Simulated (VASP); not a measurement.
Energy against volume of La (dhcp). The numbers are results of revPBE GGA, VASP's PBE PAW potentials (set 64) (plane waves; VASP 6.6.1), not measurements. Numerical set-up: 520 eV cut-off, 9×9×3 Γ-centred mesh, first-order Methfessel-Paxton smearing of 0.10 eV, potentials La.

Shape and ions are relaxed at each volume.

```
V (Å³/atom)  E (eV/atom)
-----------  -----------
36.232          -4.59468
37.388          -4.60393
38.544          -4.60734
39.701          -4.60551
```

Q: Fit these four points and predict the energy of the run at 40.857 Å³/atom.

A: A cubic in V^(−2/3), the third-order Birch-Murnaghan form, passes through the four points with V0 = 38.70 Å³/atom and B0 = 24 GPa, and gives -4.5990 eV/atom there. The run gave -4.5990 eV/atom, -0.0 meV/atom from the fit; all five points give B0 = 24 GPa.

The compound is La in the dhcp structure. It was relaxed first.
